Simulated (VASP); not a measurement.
Input:

```
PbO
1.0
    4.02411     0.00000     0.00000
    0.00000     4.02411     0.00000
    0.00000     0.00000    18.45082
Pb O
2 2
Cartesian
  2.01206   0.00000   8.01943
  0.00000   2.01206  10.43139
  2.01206   2.01206   9.22541
  0.00000   0.00000   9.22541
```

Method: PBE GGA with D3 dispersion (Becke-Johnson damping), VASP's PBE PAW potentials (set 64) (plane waves; VASP). Numerical set-up: PREC = Normal, 500 eV cut-off, 12×12×1 Γ-centred mesh, Gaussian smearing of 0.050 eV, potentials Pb_d O.

Unless said otherwise, spin-orbit coupling is left out, though it shifts the bands of the heavy elements here.

### Question
What does the run give for the energy per atom (σ→0), band gap (on the k-mesh) with the smallest direct gap where there is one?

### Answer

- band gap (on the k-mesh) = 2.56 eV
- smallest direct gap (on the k-mesh) = 2.56 eV
- energy per atom (σ→0) = -5.503 eV/atom

Only differences to runs with the same potentials and settings are physical.

The cell is a sheet with vacuum, built from PbO (litharge).
